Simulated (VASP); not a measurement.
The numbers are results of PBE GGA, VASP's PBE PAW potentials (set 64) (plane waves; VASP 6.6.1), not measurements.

A VASP calculation is set up with these files.

POSCAR:
```
ZnS
1
    0.0000000000     2.7050000000     2.7050000000
    2.7050000000     0.0000000000     2.7050000000
    2.7050000000     2.7050000000     0.0000000000
Zn S
1 1
Direct
  0.0000000000   0.0000000000   0.0000000000
  0.2500000000   0.2500000000   0.2500000000
```

**INCAR**
```
ALGO = Normal
EDIFF = 1E-6
EDIFFG = -0.01
ENCUT = 400
GGA = PE
IBRION = 2
ISIF = 3
ISMEAR = 0
LASPH = .True.
LCHARG = .False.
LMAXMIX = 4
LREAL = .False.
LWAVE = .False.
NELM = 100
NSW = 60
PREC = Accurate
SIGMA = 0.05
SYSTEM = ZnS
```

File KPOINTS:
```
Regular mesh
0
G
  8 8 8
```

POTCAR, in this order: Zn S (PBE.64 set). Program: vasp_std.

Task: What will the output report for the number of irreducible k-points (NKPTS), number of bands (NBANDS), largest plane-wave count, number of space-group operations, FFT grid (NGX, NGY, NGZ)?

Result: 
```
Property                                       Value
--------------------------------------  ------------
number of irreducible k-points (NKPTS)            29
number of bands (NBANDS)                          13
largest plane-wave count                         730
number of space-group operations                  24
FFT grid (NGX, NGY, NGZ)                28 × 28 × 28
```

The compound is ZnS in the zinc blende structure. This run relaxes it. Symmetry was kept, so distortions that lower it aren't found.
